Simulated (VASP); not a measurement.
MnIn11As12 (a cell with a defect): relaxation of the atoms with PBEsol+U

MnIn11As12 (a cell with a defect):

```
Mn In As
1.0
     0.00000    9.08700    9.08700
     6.05800    0.00000    6.05800
     6.05800    6.05800    0.00000
Mn In As
1 11 12
Direct
  0.00224 0.00120 0.99784
  0.99752 0.99955 0.49789
  0.00325 0.49688 0.99947
  0.00028 0.50117 0.49737
  0.33822 0.99452 0.99549
  0.33695 0.99677 0.49383
  0.33674 0.50340 0.99465
  0.33367 0.49410 0.50402
  0.66611 0.00909 0.99911
  0.66270 0.00264 0.50335
  0.66773 0.49988 0.00080
  0.66429 0.49907 0.50197
  0.08236 0.12047 0.13141
  0.08594 0.12599 0.62648
  0.08824 0.62617 0.12131
  0.08028 0.62901 0.62279
  0.41219 0.13001 0.12177
  0.41636 0.13084 0.62470
  0.41659 0.62259 0.12810
  0.42253 0.61852 0.62134
  0.74991 0.12124 0.13256
  0.75631 0.11950 0.62545
  0.74977 0.62264 0.12700
  0.75074 0.63057 0.62171
```

The cell isn't the ideal one: atoms moved at random, drawn with an rms of 0.05 Å.

```yaml
Program: VASP 6.6.1
Task: relaxation of the atoms
Functional: PBEsol
Potentials_or_basis: VASP PAW PBE potentials, release 64 (Mn_pv, In_d, As)
Cutoff: 350 eV
k_mesh: 2 × 2 × 2
Occupations: gaussian, width 0.03 eV
Spin: collinear spin, ferromagnetic start
Starting_moments: "[4.0, 0.0, 0.0, 0.0, 0.0, 0.0, 0.0, 0.0, 0.0, 0.0, 0.0, 0.0, 0.0, 0.0, 0.0, 0.0, 0.0, 0.0, 0.0, 0.0, 0.0, 0.0, 0.0, 0.0] μB"
Fixed_moment: 4 μB
Hubbard_terms: Mn d U = 3.5 eV
Dq: 0
Further_INCAR_settings: LREAL = Auto; ALGO = Normal; EDIFF = 1e-05; ISYM = 0; IBRION = 2; EDIFFG = -0.03; NSW = 60
```

```
Energy gained by relaxing                             : 13.8 meV/atom
Ionic steps                                           : 13
Pressure after relaxing                               : 0.1 GPa
Largest force after relaxing                          : 0.027 eV/Å
Net moment                                            : 4.00 μB per cell
Site moments                                          : Mn +4.33; In +0.00, -0.00, -0.01; As -0.08, -0.02, -0.01, -0.05 μB
Valence electrons inside the program's atomic spheres : Mn 11.39; In 11.45, 11.46; As 2.80, 2.81
```

Forces on the atoms (eV/Å):
```
Mn   0.003  0.004 -0.001
In  -0.009 -0.008 -0.009
In   0.006 -0.011 -0.008
In   0.008  0.005 -0.001
In   0.005  0.011  0.017
In   0.003  0.003  0.005
In  -0.012  0.014 -0.010
In  -0.011  0.009  0.010
In   0.004  0.007 -0.006
In  -0.010 -0.013 -0.005
In   0.011  0.004 -0.008
In   0.001 -0.011  0.001
As  -0.005  0.000  0.011
As  -0.001  0.006  0.001
As   0.006 -0.003 -0.008
As  -0.007  0.016  0.021
As  -0.005  0.013 -0.006
As   0.003  0.006  0.001
As   0.004 -0.017  0.009
As   0.017 -0.008 -0.003
As  -0.017 -0.019  0.006
As   0.008 -0.011  0.004
As  -0.003 -0.001 -0.013
As   0.000  0.003 -0.007
```

Stress tensor (GPa, compression positive):
```
 0.13  0.05  0.02
 0.05  0.07 -0.09
 0.02 -0.09  0.08
```

Step by step:
| step | energy change (eV) | largest force (eV/Å) | pressure (GPa) |
| --- | --- | --- | --- |
| 1 | 0.0000 | 0.8382 | 0.44 |
| 2 | -0.2278 | 0.4962 | 0.24 |
| 3 | -0.2728 | 0.3393 | 0.18 |
| 4 | -0.3058 | 0.1888 | 0.13 |
| 5 | -0.3199 | 0.1333 | 0.08 |
| 6 | -0.3255 | 0.0485 | 0.07 |
| 7 | -0.3264 | 0.0545 | 0.07 |
| 8 | -0.3265 | 0.0609 | 0.07 |
| 9 | -0.3281 | 0.0372 | 0.08 |
| 10 | -0.3288 | 0.0345 | 0.08 |
| 11 | -0.3288 | 0.0567 | 0.10 |
| 12 | -0.3290 | 0.0461 | 0.08 |
| 13 | -0.3300 | 0.0269 | 0.09 |

Final structure:
```
Mn In As
1.0
     0.00000    9.08700    9.08700
     6.05800    0.00000    6.05800
     6.05800    6.05800    0.00000
Mn In As
1 11 12
Direct
  0.00074 0.00051 0.99892
  0.00225 0.00195 0.49831
  0.00272 0.49724 0.00199
  0.00189 0.49827 0.49602
  0.33108 0.99954 0.00088
  0.33136 0.00110 0.49832
  0.33158 0.50238 0.99939
  0.33234 0.49951 0.50098
  0.66805 0.00235 0.00269
  0.66701 0.00217 0.49766
  0.66882 0.49545 0.00134
  0.66858 0.49900 0.49949
  0.08115 0.12072 0.12194
  0.08188 0.12146 0.63582
  0.08220 0.63738 0.11930
  0.08244 0.62525 0.62532
  0.41755 0.12572 0.12222
  0.41682 0.12366 0.62469
  0.41831 0.62337 0.12501
  0.41823 0.62457 0.62314
  0.76063 0.11996 0.12238
  0.75174 0.12338 0.62619
  0.75204 0.62550 0.12372
  0.75149 0.62534 0.62469
```

Eigenvalues of the final occupation matrices:
```
    site  spin  trace               eigenvalues
site 1 d     1   4.56  0.90 0.90 0.92 0.92 0.92
site 1 d     2   0.32  0.02 0.02 0.09 0.09 0.09
```

It took 110 min on 1 thread of AMD EPYC 9R45 (Zen 5) (shared host), peak memory 0.99 GiB.

Caveat: the k mesh is coarse (spacing up to 0.45 Å⁻¹), so the values aren't converged; the PAW data sets were made with another functional, which shifts forces and pressure a little; the total moment is fixed, so each spin has its own Fermi level; only a ferromagnetic start was run, and an antiferromagnetic order may lie lower in energy; the U is typed as a test and isn't derived for this compound. The state reached can hang on the start; a lower one may exist.
